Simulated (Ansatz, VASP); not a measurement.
# NiS in two plane-wave programs, part 2 of 3

One calculation is typed for both programs; each brings its own data sets. How far apart do they land? The cell is taken from a series of runs on this material, whose earlier steps may have relaxed, scaled, displaced or heated it; both programs get it as it stands.

VASP 6.6.1 and Ansatz 0.2.0.

So far: Set-up; Ansatz: single point, LDA, DFT+U, pair 1.

**3. VASP: single point, LDA, DFT+U, pair 1**

Level of this step: LDA, DFT+U (Ni d 6.6 eV), spin-polarised from a ferromagnetic start; plane waves and PAW (Ni, S) (VASP).

The same cell, functional (in two slightly different forms), mesh and smearing now go to VASP, with its own data sets.

Lines of VASP's logs that name or quote its potential files are left out, and so is its time.

The input, INCAR:

```
SYSTEM = NiS
PREC = Accurate
ENCUT = 520
EDIFF = 1E-06
NELM = 200
ISMEAR = -1
SIGMA = 0.05
LREAL = .FALSE.
ALGO = Normal
GGA = PW92
NBANDS = 47
ISPIN = 2
MAGMOM = 0.9 0.9 0.89 0.89 0.03 0.03 0.03 0.03
LDAU = .TRUE.
LDAUTYPE = 2
LDAUL = 2 -1
LDAUU = 6.6 0
LDAUJ = 0 0
LDAUPRINT = 1
LASPH = .TRUE.
LMAXMIX = 4
LORBIT = 11
LWAVE = .FALSE.
LCHARG = .FALSE.
ISIF = 2
GGA_COMPAT = .FALSE.
KPAR = 2
```

The input, POSCAR:

```
NiS
1.0
   -3.4250000000      0.0000000000      0.0000000000
    0.0000000000      0.0000000000     -5.3400000000
    0.0000000000     -5.9322740160      0.0000000000
Ni S
4 4
Direct
    0.5000000000      0.0000000000      0.5000000000
    0.0000000000      0.0000000000      0.0000000000
    0.5000000000      0.5000000000      0.5000000000
    0.0000000000      0.5000000000      0.0000000000
    0.5000000000      0.7500000000      0.1666666660
    0.0000000000      0.7500000000      0.6666666660
    0.0000000000      0.2500000000      0.3333333340
    0.5000000000      0.2500000000      0.8333333340
```

The input, KPOINTS:

```
Automatic mesh
0
Gamma
8 5 5
0 0 0
```

Potentials, in the order of the species: Ni and S (LDA family, release 64).

Started as:

```sh
> mpirun -np 2 vasp_std
```

Numbers of over 12 decimals in the logs are rounded to 6 here.

The program printed:

```text
[banner, memory and clock lines left out]
running    2 mpi-ranks, on    1 nodes
 distrk:  each k-point on    1 cores,    2 groups
 distr:  one band on    1 cores,    1 groups

 POSCAR found type information on POSCAR NiS
 POSCAR found :  2 types and       8 ions
|                                                                             |
|               ----> ADVICE to this user running VASP <----                  |
|                                                                             |
|     You enforced a specific xc type in the INCAR file but a different       |
|     [... a line on the potential file left out ...]
|     I HOPE YOU KNOW WHAT YOU ARE DOING!                                     |
|                                                                             |

 LDA part: xc-table for (Slater(with rela. corr.)+PW92), standard interpolation
 POSCAR, INCAR and KPOINTS ok, starting setup
 FFT: planning ... GRIDC
 FFT: planning ... GRID_SOFT
 FFT: planning ... GRID
 WAVECAR not read
 entering main loop
       N       E                     dE             d eps       ncg     rms          rms(c)
DAV:   1     0.535964879567E+03    0.53596E+03   -0.27609E+04 12228   0.160E+03
DAV:   2     0.374649029323E+02   -0.49850E+03   -0.46863E+03 12220   0.372E+02
DAV:   3    -0.297941580737E+02   -0.67259E+02   -0.63871E+02 13457   0.148E+02
DAV:   4    -0.329108487542E+02   -0.31167E+01   -0.30786E+01 14869   0.309E+01
DAV:   5    -0.329867526445E+02   -0.75904E-01   -0.75864E-01 15270   0.480E+00    0.244E+01
DAV:   6    -0.342069977998E+02   -0.12202E+01   -0.13638E+01 14473   0.586E+01    0.173E+01
DAV:   7    -0.332142704668E+02    0.99273E+00   -0.77073E+00 14277   0.483E+01    0.104E+01
DAV:   8    -0.338284187090E+02   -0.61415E+00   -0.82555E-01 18126   0.146E+01    0.830E+00
DAV:   9    -0.340771762389E+02   -0.24876E+00   -0.48639E-01 18352   0.816E+00    0.765E+00
DAV:  10    -0.339862961416E+02    0.90880E-01   -0.11109E-01 16839   0.497E+00    0.751E+00
DAV:  11    -0.338142784251E+02    0.17202E+00   -0.12406E-01 18568   0.732E+00    0.744E+00
DAV:  12    -0.338626875145E+02   -0.48409E-01   -0.38775E-02 17257   0.227E+00    0.738E+00
DAV:  13    -0.335145353154E+02    0.34815E+00   -0.91557E-02 18062   0.445E+00    0.646E+00
DAV:  14    -0.343420883276E+02   -0.82755E+00   -0.37990E+00 19013   0.388E+01    0.654E+00
[...]
DAV:  26    -0.346295694481E+02   -0.25049E-03   -0.69375E-04 18127   0.228E-01    0.179E-01
DAV:  27    -0.346295441185E+02    0.25330E-04   -0.19259E-04 15928   0.991E-02    0.128E-01
DAV:  28    -0.346294563784E+02    0.87740E-04   -0.19962E-04 17222   0.150E-01    0.703E-02
DAV:  29    -0.346294735878E+02   -0.17209E-04   -0.52719E-05 14966   0.658E-02    0.500E-02
DAV:  30    -0.346295066253E+02   -0.33038E-04   -0.48487E-05 19207   0.110E-01    0.363E-02
DAV:  31    -0.346295047448E+02    0.18805E-05   -0.21643E-05 16297   0.378E-02    0.270E-02
DAV:  32    -0.346295127695E+02   -0.80247E-05   -0.11851E-05 15307   0.629E-02    0.126E-02
DAV:  33    -0.346295135025E+02   -0.73297E-06   -0.44549E-06 12041   0.115E-02
   1 F= -.34629514E+02 E0= -.34621386E+02  d E =-.162541E-01  mag=     7.7787
```

From OUTCAR (step 3):

```text
ion  position               nearest neighbor table
   1  0.500  0.000  0.500-   6 2.39   7 2.39   6 2.39   7 2.39   5 2.39   8 2.39   3 2.67   3 2.67

  LATTYP: Found a simple orthorhombic cell.
 ALAT       =     3.4250000000
 B/A-ratio  =     1.5591240876
 C/A-ratio  =     1.7320508076

 Subroutine GETGRP returns: Found  8 space group operations
 (whereof  4 operations were pure point group operations)

The static configuration has the point symmetry C_2h.
 The point group associated with its full space group is D_2h.

 Found     65 irreducible k-points:

   k-points           NKPTS =     65   k-points in BZ     NKDIM =     65   number of bands    NBANDS=     47

   dimension x,y,z NGX =    28 NGY =   40 NGZ =   48
   dimension x,y,z NGXF=    56 NGYF=   80 NGZF=   96

   ENCUT  =  520.0 eV  38.22 Ry    6.18 a.u.   6.37  9.93 11.03*2*pi/ulx,y,z

   NELECT =      64.0000    total number of electrons

 k-points in reciprocal lattice and weights: Automatic mesh
   0.00000000  0.00000000  0.00000000       0.005
   0.12500000  0.00000000  0.00000000       0.010
   0.25000000  0.00000000  0.00000000       0.010
   0.37500000  0.00000000  0.00000000       0.010
   0.50000000  0.00000000  0.00000000       0.005
   0.00000000  0.20000000  0.00000000       0.010
   0.12500000  0.20000000  0.00000000       0.020
   0.25000000  0.20000000  0.00000000       0.020
   0.37500000  0.20000000  0.00000000       0.020
[...]
0.50000000  0.40000000  0.40000000       0.010
   0.50000000  0.40000000 -0.40000000       0.010

atom =   1  type =  1  l = 2

 onsite density matrix

spin component  1

  0.9881 -0.0000 -0.0000 -0.0229 -0.0000
 -0.0000  1.0048 -0.0000 -0.0000 -0.0233
 -0.0000 -0.0000  0.9753 -0.0000  0.0000
 -0.0229 -0.0000 -0.0000  1.0041  0.0000
 -0.0000 -0.0233  0.0000  0.0000  0.9885

spin component  2

  0.7263  0.0000 -0.0000  0.3257 -0.0000
  0.0000  0.5098 -0.0002  0.0000  0.3261
 -0.0000 -0.0002  0.9676 -0.0000  0.0001
  0.3257  0.0000 -0.0000  0.5108  0.0000
 -0.0000  0.3261  0.0001  0.0000  0.7263

 occupancies and eigenvectors

  o =  0.2744  v =  0.0000  0.0000  0.0000  0.0000  0.0000  0.0000  0.8109  0.0003  0.0000 -0.5852      0.0000  0.0000  0.0000  0.0000  0.0000  0.0000  0.0000  0.0000  0.0000  0.0000
[...]
o =  0.9616  v =  0.0000  0.0000  0.0000  0.0000  0.0000 -0.0000 -0.5852  0.0014  0.0000  0.8109      0.0000  0.0000  0.0000  0.0000  0.0000  0.0000  0.0000  0.0000  0.0000  0.0000
  o =  0.9676  v =  0.0000  0.0000  0.0000  0.0000  0.0000  0.0000  0.0010  1.0000 -0.0000 -0.0010      0.0000  0.0000  0.0000  0.0000  0.0000  0.0000  0.0000  0.0000  0.0000  0.0000
  o =  0.9719  v = -0.8153  0.0000 -0.0000  0.5791 -0.0000  0.0000  0.0000  0.0000  0.0000  0.0000      0.0000  0.0000  0.0000  0.0000  0.0000  0.0000  0.0000  0.0000  0.0000  0.0000
  o =  0.9719  v = -0.0000 -0.5789  0.0007  0.0000  0.8154  0.0000  0.0000  0.0000  0.0000  0.0000      0.0000  0.0000  0.0000  0.0000  0.0000  0.0000  0.0000  0.0000  0.0000  0.0000
  o =  0.9753  v =  0.0000  0.0003  1.0000  0.0000 -0.0007  0.0000  0.0000  0.0000  0.0000  0.0000      0.0000  0.0000  0.0000  0.0000  0.0000  0.0000  0.0000  0.0000  0.0000  0.0000
  o =  1.0204  v = -0.5791 -0.0000  0.0000 -0.8153 -0.0000  0.0000  0.0000  0.0000  0.0000  0.0000      0.0000  0.0000  0.0000  0.0000  0.0000  0.0000  0.0000  0.0000  0.0000  0.0000
  o =  1.0214  v =  0.0000 -0.8154 -0.0002  0.0000 -0.5789  0.0000  0.0000  0.0000  0.0000  0.0000      0.0000  0.0000  0.0000  0.0000  0.0000  0.0000  0.0000  0.0000  0.0000  0.0000

 average (electrostatic) potential at core
       1 -83.8310       2 -83.8310       3 -83.8308       4 -83.8308       5 -83.7667
       6 -83.7667       7 -83.7667       8 -83.7667

 E-fermi :   8.0671

 spin component 1
 k-point     1 :       0.0000    0.0000    0.0000
  band No.  band energies     occupation
    ...
     31       7.0276      1.00000
     32       7.0279      1.00000
     33       7.6761      0.99960
     34       8.0246      0.70033
     35       8.0261      0.69409
     36       8.2100      0.05430
     37      12.0005      0.00000
     38      12.1114      0.00000
     39      12.4595      0.00000
     40      12.6179      0.00000
    ...

 k-point     2 :       0.1250    0.0000    0.0000
  band No.  band energies     occupation
    ...
     32       6.5876      1.00000
     33       7.3555      1.00000
     34       7.6516      0.99975
     35       7.7299      0.99882
     36       7.9544      0.90499
     37      11.6760      0.00000
     38      12.7836      0.00000
     39      12.9482      0.00000
     40      13.1935      0.00000
     41      13.9395      0.00000
    ...

 k-point     3 :       0.2500    0.0000    0.0000
  band No.  band energies     occupation
    ...
     32       5.9593      1.00000
     33       5.9897      1.00000
     34       7.3091      1.00000
     35       7.4382      1.00000
     36       7.7495      0.99826
     37      10.6756      0.00000
     38      13.9647      0.00000
     39      14.0353      0.00000
     40      14.3860      0.00000
     41      14.7838      0.00000
    ...

 k-point     4 :       0.3750    0.0000    0.0000
  band No.  band energies     occupation
    ...
     32       5.5069      1.00000
     33       5.7251      1.00000
     34       6.6695      1.00000
     35       6.8057      1.00000
     36       7.4376      1.00000
     37      10.5183      0.00000
     38      12.5329      0.00000
     39      14.0802      0.00000
     40      15.0443      0.00000
     41      15.2747      0.00000
    ...

 k-point     5 :       0.5000    0.0000    0.0000
  band No.  band energies     occupation
    ...
     32       5.9735      1.00000
     33       6.0589      1.00000
     34       6.0589      1.00000
     35       6.6963      1.00000
     36       6.6963      1.00000
     37      11.1952      0.00000
     38      11.1952      0.00000
     39      14.6435      0.00000
     40      14.6435      0.00000
     41      15.5221      0.00000
    ...

 k-point     6 :       0.0000    0.2000    0.0000
  band No.  band energies     occupation
    ...
     32       7.1634      1.00000
     33       7.1634      1.00000
     34       7.7787      0.99688
     35       7.9636      0.88801
     36       7.9649      0.88524
     37      11.3712      0.00000
     38      12.2311      0.00000
     39      12.2440      0.00000
     40      13.0085      0.00000
     41      14.1195      0.00000
    ...

  Total       -0.4687119     -0.3370269      0.9844315      0.0000000      0.0002677      0.0000000
  in kB       -6.9213932     -4.9768225     14.5369422      0.0000000      0.0039534      0.0000000
  external PRESSURE =       0.8795755 kB  Pullay stress =       0.0000000 kB

  energy-cutoff  :      520.00
  volume of cell :      108.50
      direct lattice vectors                 reciprocal lattice vectors
    -3.425000000  0.000000000  0.000000000    -0.291970803  0.000000000  0.000000000
     0.000000000  0.000000000 -5.340000000     0.000000000  0.000000000 -0.187265918
     0.000000000 -5.932274016  0.000000000     0.000000000 -0.168569422  0.000000000

 POSITION                                       TOTAL-FORCE (eV/Angst)
 -----------------------------------------------------------------------------------
     -1.71250     -2.96614      0.00000         0.000000      0.000000      0.000000
      0.00000      0.00000      0.00000         0.000000      0.000000      0.000000
     -1.71250     -2.96614     -2.67000        -0.000000     -0.000000      0.000000
      0.00000      0.00000     -2.67000        -0.000000      0.000000      0.000000
     -1.71250     -0.98871     -4.00500        -0.000000      0.005384     -0.000023
      0.00000     -3.95485     -4.00500        -0.000000      0.005384     -0.000023
      0.00000     -1.97742     -1.33500        -0.000000     -0.005384      0.000023
     -1.71250     -4.94356     -1.33500        -0.000000     -0.005384      0.000023
 -----------------------------------------------------------------------------------
    total drift:                               -0.000000     -0.000000      0.000000

  FREE ENERGIE OF THE ION-ELECTRON SYSTEM (eV)
  ---------------------------------------------------
  free  energy   TOTEN  =       -34.6295135025 eV

  energy  without entropy=      -34.6132594354  energy(sigma->0) =      -34.62138647

 total charge
# of ion       s       p       d       tot
------------------------------------------
    1        0.395   0.474   8.371   9.240
    2        0.395   0.474   8.371   9.240
    3        0.395   0.474   8.371   9.240
    4        0.395   0.474   8.371   9.240
    5        1.321   2.434   0.000   3.755
    6        1.321   2.434   0.000   3.755
    7        1.321   2.434   0.000   3.755
    8        1.321   2.434   0.000   3.755
--------------------------------------------------
tot          6.862  11.632  33.485  51.979

 magnetization (x)
# of ion       s       p       d       tot
------------------------------------------
    1        0.015   0.028   1.517   1.561
    2        0.015   0.028   1.517   1.561
    3        0.015   0.028   1.517   1.561
    4        0.015   0.028   1.517   1.561
    5        0.033   0.233   0.000   0.266
    6        0.033   0.233   0.000   0.266
    7        0.033   0.233   0.000   0.266
    8        0.033   0.233   0.000   0.266
--------------------------------------------------
tot          0.195   1.043   6.070   7.308

[... 6 further parts left out ...]
```

The magnetic state follows from one typed start and may not be the lowest.

**4. Differences**

Known differences besides the potentials themselves: VASP starts from the moments at which Ansatz ended; U acts on the PAW sphere in VASP and on atomic orbitals in Ansatz, so only states and trends compare; the data sets hold 96 valence electrons in Ansatz (on its default PAW (the set named soft_2) files) and 64 in VASP; the cutoff is 420 eV in Ansatz and 520 eV in VASP; VASP's log shows a relativistic correction to its local exchange, Ansatz's none; site moments are counted in spheres of each program's own size. Total energies have different zeros and are not compared.

Both answers:

```tsv
quantity	Ansatz	VASP	difference
total moment (μB)	3.82	7.78	-3.96
moment on Ni1 (μB)	0.90	1.56	-0.66
moment on Ni2 (μB)	0.90	1.56	-0.66
moment on Ni3 (μB)	0.89	1.56	-0.67
moment on Ni4 (μB)	0.89	1.56	-0.67
moment on S5 (μB)	0.03	0.27	-0.23
moment on S6 (μB)	0.03	0.27	-0.23
moment on S7 (μB)	0.03	0.27	-0.23
moment on S8 (μB)	0.03	0.27	-0.23
```

The two runs ended with unlike total or site moments, perhaps in different magnetic states; the other differences may follow from that, so they don't measure the programs' precision.

[end of part 2 of 3]

[Lines on the potential files, build, host, timing and source positions are cut from VASP's logs without a mark.]

[Logs are printed without paths, hosts, clocks, repeated set-up lines and the standing remarks that a program may print on its own settings, such as how far it seeks lower states.]

[Hosts, paths, dates, database ids (printed as entryN), source tags and the programs' standing remarks are cut or masked in the printed files.]
